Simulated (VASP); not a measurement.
# A VASP study of BiAs (revTPSS + D4): structure first, properties next, part 2 of 4

Aim: relax BiAs, then compute properties on the relaxed cell. The cell is invented: it takes the structure of COD entry 9008845, GaAs (space group 216 there), with some of its atoms replaced by other elements, volume scaled by an estimate. It may not be a known or stable phase.

VASP 6.6.1, plane waves and PAW; the level of theory is named at each step.

Still holding for the runs below: The k-mesh is coarse for a metal.

So far. Step 2 (Rough relaxation of the start cell): It ends with forces that vanish by symmetry and a pressure of -0.10 GPa.

### 3. Full relaxation (revTPSS + D4)

Level of this step: revTPSS with D4; plane waves and PAW (Bi_d, As); invented cell (VASP).

Properties are meant for the cell that this level of theory prefers, so cell and atoms are relaxed first (ISIF = 3) until forces and stress are small; EDIFFG sets the threshold.

Input file INCAR:

```
SYSTEM = BiAs
PREC = Accurate
ENCUT = 400
EDIFF = 1E-06
NELM = 100
ISMEAR = -1
SIGMA = 0.05
LREAL = .FALSE.
ALGO = Normal
METAGGA = RTPSS
IVDW = 13
VDW_S6 = 1
VDW_S8 = 1.53089454
VDW_A1 = 0.44880597
VDW_A2 = 4.64042317
LASPH = .TRUE.
NBANDS = 16
LORBIT = 11
LWAVE = .FALSE.
LCHARG = .FALSE.
IBRION = 2
NSW = 60
ISIF = 3
EDIFFG = -0.01
```

Input file POSCAR:

```
BiAs
1.0
    0.0000000000      3.2674009817      3.2674009817
    3.2674009817      0.0000000000      3.2674009817
    3.2674009817      3.2674009817      0.0000000000
Bi As
1 1
Direct
    0.0000000000      0.0000000000      0.0000000000
    0.2500000000      0.2500000000      0.2500000000
```

Input file KPOINTS:

```
Automatic mesh
0
Gamma
7 7 7
0 0 0
```

PAW data sets: Bi_d and As (PBE family, release 64).

On the command line:

```bash
$ mpirun -np 1 vasp_std
```

What it wrote:

```text
[banner, memory and clock lines left out]
running    1 mpi-ranks, on    1 nodes
 distrk:  each k-point on    1 cores,    1 groups
 distr:  one band on    1 cores,    1 groups

 POSCAR found type information on POSCAR BiAs
 POSCAR found :  2 types and       2 ions
 [... a notice as in an earlier step ...]

 LDA part: xc-table for (None), standard interpolation
 POSCAR, INCAR and KPOINTS ok, starting setup
 FFT: planning ... GRIDC
 FFT: planning ... GRID_SOFT
 FFT: planning ... GRID
 WAVECAR not read
 entering main loop
       N       E                     dE             d eps       ncg     rms          rms(c)
DAV:   1     0.179906759121E+03    0.17991E+03   -0.85927E+03   640   0.103E+03
DAV:   2     0.475518896137E+02   -0.13235E+03   -0.13006E+03   720   0.295E+02
DAV:   3     0.389625608240E+02   -0.85893E+01   -0.84128E+01   800   0.828E+01
DAV:   4     0.387996902021E+02   -0.16287E+00   -0.16285E+00   792   0.137E+01
DAV:   5     0.387944684861E+02   -0.52217E-02   -0.52217E-02   832   0.207E+00    0.267E+00
DAV:   6     0.433506001036E+02    0.45561E+01   -0.72040E+00   640   0.258E+01    0.228E+00
DAV:   7     0.434074546913E+02    0.56855E-01   -0.21901E-01   856   0.315E+00    0.180E+00
DAV:   8     0.435037742269E+02    0.96320E-01   -0.19051E-01   784   0.177E+00    0.146E+00
DAV:   9     0.435129081679E+02    0.91339E-02   -0.24814E-01   768   0.191E+00    0.115E+00
DAV:  10     0.435122025706E+02   -0.70560E-03   -0.39129E-02   736   0.153E+00    0.670E-01
DAV:  11     0.435116465273E+02   -0.55604E-03   -0.16262E-03   904   0.301E-01    0.425E-01
DAV:  12     0.435113016919E+02   -0.34484E-03   -0.72453E-04   688   0.160E-01    0.687E-02
DAV:  13     0.435113171147E+02    0.15423E-04   -0.50661E-04   864   0.119E-01    0.495E-02
DAV:  14     0.435113054463E+02   -0.11668E-04   -0.87684E-05   640   0.492E-02    0.935E-03
DAV:  15     0.435113067348E+02    0.12885E-05   -0.91732E-06   880   0.121E-02    0.292E-03
DAV:  16     0.435113069848E+02    0.24997E-06   -0.22301E-06   608   0.802E-03
   1 F= 0.42712105E+02 E0= 0.42717161E+02  d E =0.427121E+02
 curvature:   0.00 expect dE= 0.000E+00 dE for cont linesearch  0.000E+00
 trial: gam= 0.00000 g(F)=  0.220E-46 g(S)=  0.463E-02 ort = 0.000E+00 (trialstep = 0.100E+01)
 search vector abs. value=  0.463E-02
 bond charge predicted
       N       E                     dE             d eps       ncg     rms          rms(c)
DAV:   1     0.434443998506E+02   -0.66907E-01   -0.15525E+00   840   0.186E+01    0.122E+00
DAV:   2     0.434840487182E+02    0.39649E-01   -0.69808E-02   800   0.409E+00    0.555E-01
DAV:   3     0.434942359916E+02    0.10187E-01   -0.44902E-02   824   0.287E+00    0.721E-02
DAV:   4     0.434942659493E+02    0.29958E-04   -0.14847E-03   792   0.420E-01    0.359E-02
DAV:   5     0.434942822495E+02    0.16300E-04   -0.23848E-04   832   0.101E-01    0.247E-02
DAV:   6     0.434943028849E+02    0.20635E-04   -0.68317E-05   800   0.999E-02    0.908E-03
DAV:   7     0.434942956952E+02   -0.71897E-05   -0.70634E-06   688   0.266E-02    0.175E-03
DAV:   8     0.434942929888E+02   -0.27064E-05   -0.17992E-06   664   0.128E-02    0.896E-04
DAV:   9     0.434942926395E+02   -0.34936E-06   -0.27159E-07   368   0.693E-03
   2 F= 0.42710777E+02 E0= 0.42715644E+02  d E =-.132778E-02
 trial-energy change:   -0.001328  1 .order   -0.001379   -0.004630    0.001872
 step:   0.7022(harm=  0.7121)  dis= 0.00000  next Energy=    42.710497 (dE=-0.161E-02)
 bond charge predicted
       N       E                     dE             d eps       ncg     rms          rms(c)
DAV:   1     0.434942055381E+02   -0.87451E-04   -0.13491E-01   840   0.534E+00    0.366E-01
DAV:   2     0.434977853648E+02    0.35798E-02   -0.62362E-03   800   0.122E+00    0.165E-01
DAV:   3     0.434986777792E+02    0.89241E-03   -0.38493E-03   816   0.847E-01    0.208E-02
DAV:   4     0.434986614421E+02   -0.16337E-04   -0.12460E-04   776   0.120E-01    0.108E-02
DAV:   5     0.434986444325E+02   -0.17010E-04   -0.20926E-05   840   0.297E-02    0.713E-03
DAV:   6     0.434986349954E+02   -0.94371E-05   -0.57417E-06   800   0.292E-02    0.268E-03
DAV:   7     0.434986377475E+02    0.27521E-05   -0.68126E-07   328   0.894E-03    0.463E-04
DAV:   8     0.434986382998E+02    0.55235E-06   -0.12812E-07   320   0.304E-03
   3 F= 0.42710493E+02 E0= 0.42715414E+02  d E =-.161160E-02
 curvature:  -0.36 expect dE=-0.244E-06 dE for cont linesearch -0.244E-06
 trial: gam=-0.01202 g(F)=  0.127E-45 g(S)=  0.686E-06 ort = 0.563E-04 (trialstep = 0.940E+00)
 search vector abs. value=  0.202E-09
 reached required accuracy - stopping structural energy minimisation
```

The job ended after 3.9 min (1 MPI rank of AMD EPYC 7R43, shared host; peak memory 0.15 GiB).

Parts of OUTCAR (step 3):

```text
  LATTYP: Found a face centered cubic cell.
 ALAT       =     6.5348019634

The static configuration has the point symmetry T_d .

 Found     20 irreducible k-points:

   k-points           NKPTS =     20   k-points in BZ     NKDIM =     20   number of bands    NBANDS=     16

   dimension x,y,z NGX =    30 NGY =   30 NGZ =   30
   dimension x,y,z NGXF=    60 NGYF=   60 NGZF=   60

   ENCUT  =  400.0 eV  29.40 Ry    5.42 a.u.   7.54  7.54  7.54*2*pi/ulx,y,z

   NELECT =      20.0000    total number of electrons

 E-fermi :   4.0363

 k-point     1 :       0.0000    0.0000    0.0000
  band No.  band energies     occupation
    ...
      6      -9.4299      2.00000
      7      -2.7574      2.00000
      8       2.2794      2.00000
      9       2.2794      2.00000
     10       2.2794      2.00000
     11       4.8680      0.00000
     12       4.8680      0.00000
     13       4.8680      0.00000
     14       7.8225      0.00000
     15      11.6676      0.00000
    ...

 k-point     2 :       0.1429    0.0000    0.0000
  band No.  band energies     occupation
    ...
      6      -9.2694      2.00000
      7      -3.2767      2.00000
      8       2.0401      2.00000
      9       2.0401      2.00000
     10       2.1068      2.00000
     11       5.1792      0.00000
     12       5.2044      0.00000
     13       5.2044      0.00000
     14       8.7291      0.00000
     15      10.9023      0.00000
    ...

  DFT-D4 for vdW energy calculation

  Edisp (eV):   -0.78815

  Total       0.00308     0.00308     0.00308     0.00000     0.00000    -0.00000
  in kB       0.06979     0.06979     0.06979     0.00000     0.00000    -0.00000
  external pressure =        0.07 kB  Pullay stress =        0.00 kB

  energy-cutoff  :      400.00
  volume of cell :       70.67
      direct lattice vectors                 reciprocal lattice vectors
    -0.000000000  3.281400074  3.281400074    -0.152373983  0.152373983  0.152373983
     3.281400074  0.000000000  3.281400074     0.152373983 -0.152373983  0.152373983
     3.281400074  3.281400074 -0.000000000     0.152373983  0.152373983 -0.152373983

 POSITION                                       TOTAL-FORCE (eV/Angst)
 -----------------------------------------------------------------------------------
      0.00000      0.00000      0.00000        -0.000000      0.000000      0.000000
      1.64070      1.64070      1.64070         0.000000     -0.000000     -0.000000
 -----------------------------------------------------------------------------------
    total drift:                                0.000001      0.000001      0.000001

  FREE ENERGIE OF THE ION-ELECTRON SYSTEM (eV)
  ---------------------------------------------------
  free  energy   TOTEN  =        42.7104930789 eV

  energy  without entropy=       42.7203341995  energy(sigma->0) =       42.71541364

 total charge
# of ion       s       p       d       tot
------------------------------------------
    1        1.566   1.215   9.909  12.691
    2        1.288   1.423   0.022   2.732
--------------------------------------------------
tot          2.854   2.638   9.931  15.423

[... 2 parts as in an earlier step ...]

[... 7 further parts left out ...]
```

CONTCAR:

```
BiAs
   1.00000000000000
    -0.0000000000000000    3.2814000738859277    3.2814000738859277
     3.2814000738859277    0.0000000000000000    3.2814000738859277
     3.2814000738859277    3.2814000738859277   -0.0000000000000000
  Bi              As
     1     1
Direct
     0.0000000000000000    0.0000000000000000    0.0000000000000000
     0.2500000000000000    0.2500000000000000    0.2500000000000000
```

The steps of the relaxation:

| step | energy less that of the first step (eV) | largest force (eV/Å) | pressure (GPa) | volume (Å³) |
| --- | --- | --- | --- | --- |
| 1 | 0.0000 | 0.0000 | 0.58 | 69.76 |
| 2 | -0.0013 | 0.0000 | -0.23 | 71.05 |
| 3 | -0.0016 | 0.0000 | 0.01 | 70.67 |

| conventional cell, symmetrised | before | after | change |
| --- | --- | --- | --- |
| a (Å) | 6.535 | 6.563 | +0.4 % |
| b (Å) | 6.535 | 6.563 | +0.4 % |
| c (Å) | 6.535 | 6.563 | +0.4 % |
| volume (Å³/atom) | 34.88 | 35.33 | +1.3 % |

The relaxed structure:

```xyz
2
Lattice="0.0000 3.2814 3.2814 3.2814 0.0000 3.2814 3.2814 3.2814 0.0000" Properties=species:S:1:pos:R:3 pbc="T T T"
Bi    0.0000    0.0000    0.0000
As    1.6407    1.6407    1.6407
```

This step gave:

- irreducible k-points: 20
- free energy (TOTEN): 42.71 eV
- energy at zero smearing: 42.72 eV
- Fermi energy: 4.036 eV
- pressure: 0.006979 GPa

It ends with forces that vanish by symmetry and a pressure of 0.01 GPa.

### 4. Second relaxation

The basis stayed that of the start cell while the cell moved. A rerun from the cell reached resets it; the error of the finite cutoff stays.

INCAR is that of step 3.

Input file POSCAR:

```
BiAs
1.0
    0.0000000000      3.2814000739      3.2814000739
    3.2814000739      0.0000000000      3.2814000739
    3.2814000739      3.2814000739      0.0000000000
Bi As
1 1
Direct
    0.0000000000      0.0000000000      0.0000000000
    0.2500000000      0.2500000000      0.2500000000
```

KPOINTS is that of step 3.

On the command line:

```bash
$ mpirun -np 1 vasp_std
```

What it wrote:

```text
[... set-up lines as in an earlier step ...]
 entering main loop
       N       E                     dE             d eps       ncg     rms          rms(c)
DAV:   1     0.177648695571E+03    0.17765E+03   -0.86551E+03   640   0.990E+02
DAV:   2     0.472367793709E+02   -0.13041E+03   -0.12837E+03   704   0.288E+02
DAV:   3     0.389085793313E+02   -0.83282E+01   -0.82972E+01   800   0.826E+01
DAV:   4     0.387587565277E+02   -0.14982E+00   -0.14980E+00   808   0.129E+01
DAV:   5     0.387538456044E+02   -0.49109E-02   -0.49109E-02   872   0.201E+00    0.264E+00
DAV:   6     0.433382964201E+02    0.45845E+01   -0.71168E+00   640   0.257E+01    0.227E+00
DAV:   7     0.433955166776E+02    0.57220E-01   -0.21720E-01   864   0.313E+00    0.180E+00
DAV:   8     0.434913058148E+02    0.95789E-01   -0.19062E-01   760   0.175E+00    0.145E+00
DAV:   9     0.435004745923E+02    0.91688E-02   -0.24758E-01   768   0.191E+00    0.115E+00
DAV:  10     0.434995379697E+02   -0.93662E-03   -0.38836E-02   736   0.152E+00    0.667E-01
DAV:  11     0.434989608346E+02   -0.57714E-03   -0.15815E-03   912   0.302E-01    0.418E-01
DAV:  12     0.434986056135E+02   -0.35522E-03   -0.77814E-04   704   0.168E-01    0.593E-02
DAV:  13     0.434986144287E+02    0.88153E-05   -0.44633E-04   864   0.111E-01    0.512E-02
DAV:  14     0.434986033524E+02   -0.11076E-04   -0.80422E-05   656   0.465E-02    0.874E-03
DAV:  15     0.434986045714E+02    0.12190E-05   -0.63446E-06   872   0.119E-02    0.279E-03
DAV:  16     0.434986046141E+02    0.42740E-07   -0.25884E-06   664   0.735E-03
   1 F= 0.42710459E+02 E0= 0.42715377E+02  d E =0.427105E+02
 curvature:   0.00 expect dE= 0.000E+00 dE for cont linesearch  0.000E+00
 trial: gam= 0.00000 g(F)=  0.788E-47 g(S)=  0.204E-06 ort = 0.000E+00 (trialstep = 0.100E+01)
 search vector abs. value=  0.204E-06
 reached required accuracy - stopping structural energy minimisation
```

Wall time 1.8 min (1 MPI rank); peak memory 0.13 GiB.

OUTCAR, selected parts (step 4):

```text
  LATTYP: Found a face centered cubic cell.
 ALAT       =     6.5628001478

The static configuration has the point symmetry T_d .

 Found     20 irreducible k-points:

   ENCUT  =  400.0 eV  29.40 Ry    5.42 a.u.   7.57  7.57  7.57*2*pi/ulx,y,z

   NELECT =      20.0000    total number of electrons

 E-fermi :   4.0362

 k-point     1 :       0.0000    0.0000    0.0000
  band No.  band energies     occupation
    ...
      6      -9.4300      2.00000
      7      -2.7576      2.00000
      8       2.2793      2.00000
      9       2.2793      2.00000
     10       2.2793      2.00000
     11       4.8681      0.00000
     12       4.8681      0.00000
     13       4.8681      0.00000
     14       7.8222      0.00000
     15      11.6677      0.00000
    ...

 k-point     2 :       0.1429    0.0000    0.0000
  band No.  band energies     occupation
    ...
      6      -9.2695      2.00000
      7      -3.2769      2.00000
      8       2.0399      2.00000
      9       2.0399      2.00000
     10       2.1067      2.00000
     11       5.1791      0.00000
     12       5.2044      0.00000
     13       5.2044      0.00000
     14       8.7289      0.00000
     15      10.9023      0.00000
    ...

  DFT-D4 for vdW energy calculation

  Edisp (eV):   -0.78815

  Total      -0.00168    -0.00168    -0.00168     0.00000    -0.00000    -0.00000
  in kB      -0.03806    -0.03806    -0.03806     0.00000    -0.00000    -0.00000
  external pressure =       -0.04 kB  Pullay stress =        0.00 kB

  energy-cutoff  :      400.00
  volume of cell :       70.67
      direct lattice vectors                 reciprocal lattice vectors
     0.000000000  3.281400074  3.281400074    -0.152373983  0.152373983  0.152373983
     3.281400074  0.000000000  3.281400074     0.152373983 -0.152373983  0.152373983
     3.281400074  3.281400074  0.000000000     0.152373983  0.152373983 -0.152373983

 POSITION                                       TOTAL-FORCE (eV/Angst)
 -----------------------------------------------------------------------------------
      0.00000      0.00000      0.00000        -0.000000      0.000000     -0.000000
      1.64070      1.64070      1.64070         0.000000     -0.000000      0.000000
 -----------------------------------------------------------------------------------
    total drift:                                0.000001      0.000001      0.000001

  FREE ENERGIE OF THE ION-ELECTRON SYSTEM (eV)
  ---------------------------------------------------
  free  energy   TOTEN  =        42.7104593932 eV

  energy  without entropy=       42.7202953842  energy(sigma->0) =       42.71537739

 total charge
# of ion       s       p       d       tot
------------------------------------------
    1        1.566   1.215   9.909  12.690
    2        1.288   1.423   0.022   2.733
--------------------------------------------------
tot          2.854   2.638   9.931  15.423

[... 5 parts as in an earlier step ...]

[... 6 further parts left out ...]
```

CONTCAR:

```
BiAs
   1.00000000000000
     0.0000000000000000    3.2814000739000000    3.2814000739000000
     3.2814000739000000    0.0000000000000000    3.2814000739000000
     3.2814000739000000    3.2814000739000000    0.0000000000000000
  Bi              As
     1     1
Direct
     0.0000000000000000    0.0000000000000000    0.0000000000000000
     0.2500000000000000    0.2500000000000000    0.2500000000000000
```

Little changed from the start: no atom moved by 0.005 Å and no cell edge by 0.1 %.

Numbers from this step:

```yaml
pressure: -0.003806 GPa
scf_cycles_over_all_ionic_steps: 16
```

It ends with forces that vanish by symmetry and a pressure of 0.00 GPa. The volume moved by under 0.01 %: the run met its threshold at the first step.

### 5. Density, ELF and potential (revTPSS + D4)

A single point on the relaxed cell gives a clean self-consistent state, with density, ELF and potential written out.

Edit INCAR of step 4 so:

```diff
@@ -19,6 +19,5 @@
 LWAVE = .FALSE.
-LCHARG = .FALSE.
-IBRION = 2
-NSW = 60
-ISIF = 3
-EDIFFG = -0.01
+LCHARG = .TRUE.
+ISIF = 2
+LELF = .TRUE.
+LVHAR = .TRUE.
```

POSCAR is that of step 4.

KPOINTS is that of step 4.

On the command line:

```bash
$ mpirun -np 1 vasp_std
```

What it wrote:

```text
[... set-up lines as in an earlier step ...]
 entering main loop
       N       E                     dE             d eps       ncg     rms          rms(c)
[... 16 cycles as in an earlier step ...]
   1 F= 0.42710459E+02 E0= 0.42715377E+02  d E =-.983599E-02
```

The job ended after 1.7 min (1 MPI rank; peak memory 0.14 GiB).

OUTCAR, selected parts (step 5):

```text
   NELECT =      20.0000    total number of electrons

 E-fermi :   4.0362

  DFT-D4 for vdW energy calculation

  Edisp (eV):   -0.78815

[... 20 parts as in an earlier step ...]

[... 2 further parts left out ...]
```

Numbers from this step:

```
SCF cycles : 16
```

Valence electrons inside each PAW sphere by angular momentum. Sphere charges, by row:

| atom | s (e) | p (e) | d (e) | tot (e) |
| --- | --- | --- | --- | --- |
| Bi1 | 1.566 | 1.215 | 9.909 | 12.69 |
| As2 | 1.288 | 1.423 | 0.022 | 2.733 |

Valence density in the ac plane of a cell with a along [110], b along [-110] and c along [001] of the cube at fractional y = 0.000, with atoms of Bi and As within 0.2 Å of it. It is the smooth field of the valence electrons, not physical close to the nuclei.

Ten steps, logarithmic in the rise over the least value, from '0' (-0.15 × 1e0 e/Å³) to '9' (9.36 × 1e0 e/Å³), each cell a mean:
```
98643333335799864333333579
76433344334577643334433457
54334444443445433444444344
33334423443333333442344333
22334302443222233430244322
22234434432222223443443222
22223444432222222344443222
22222333322222222233332222
22222222222222222222222222
22222222222222222222222222
22222222222222222222222222
22222222222222222222222222
22222222222222222222222222
22222222222222222222222222
33322222222333332222222233
65432222223466543222222346
87532222234688753222223468
98643222235799864322223579
```
Columns run along a (9.3 Å), rows up along c (6.6 Å), edges of the conventional cell, whose origin can differ from the input's. Atoms in or near the plane, at fractional coordinates: Bi at (0.50, 0.00), Bi at (0.00, 0.00), As at (0.75, 0.75), As at (0.25, 0.75).

ELF in the ac plane of a cell with a along [110], b along [-110] and c along [001] of the cube at fractional y = 0.000, with atoms of Bi and As within 0.2 Å of it. It is the smooth field of the valence electrons, not physical close to the nuclei.

Ten even steps from '0' (0.02) to '9' (0.83), each cell a mean:
```
33644566545533364456654553
45557899855654555789985565
55469999985455546999998545
43589978996444358997899644
22589867996322258986799632
01489989996210148998999621
01368999974100136899997410
00146888752000014688875200
00013454320000001345432000
00000111100000000011110000
00000000000000000000000000
00000000000000000000000000
11000000000011100000000001
32210000001233221000000123
54421000013445442100001344
66542000135666654200013566
35653111246643565311124664
53653232346435365323234643
```
Columns run along a (9.3 Å), rows up along c (6.6 Å), edges of the conventional cell, whose origin can differ from the input's. Atoms in or near the plane, at fractional coordinates: Bi at (0.50, 0.00), Bi at (0.00, 0.00), As at (0.75, 0.75), As at (0.25, 0.75).

Electrostatic potential energy in the ac plane of a cell with a along [110], b along [-110] and c along [001] of the cube at fractional y = 0.000, with atoms of Bi and As within 0.2 Å of it. With pseudopotentials it is smooth inside the atoms' cores, unlike the true potential.

Ten even steps from '0' (-85 eV) to '9' (4 eV), each cell a mean:
```
00589999997200058999999720
13799888998521379988899852
78998655799877899865579987
99997465589999999746558999
99996486589999999648658999
99997444689999999744468999
99999767899999999976789999
99999999999999999999999999
99999999999999999999999999
99999999999999999999999999
99999999999999999999999999
99999999999999999999999999
99999999999999999999999999
99999999999999999999999999
89999999999988999999999998
46899999999754689999999975
02689999997300268999999730
00489999996100048999999610
```
Columns run along a (9.3 Å; values clipped at the 3rd and 97th percentile), rows up along c (6.6 Å), edges of the conventional cell, whose origin can differ from the input's. Atoms in or near the plane, at fractional coordinates: Bi at (0.50, 0.00), Bi at (0.00, 0.00), As at (0.75, 0.75), As at (0.25, 0.75).

In this run the pressure is 0.00 GPa, small enough to go on.

(Part 2 of 4 ends here.)

[Lines on the potential files, build, host, timing and source positions are cut from VASP's logs without a mark.]

[Logs are printed without paths, hosts, clocks, repeated set-up lines and the standing remarks that a program may print on its own settings, such as how far it seeks lower states.]

[Hosts, paths, dates, database ids (printed as entryN), source tags and the programs' standing remarks are cut or masked in the printed files.]

[A measured line is paired with the nearest computed mode of its activity, which favours agreement.]
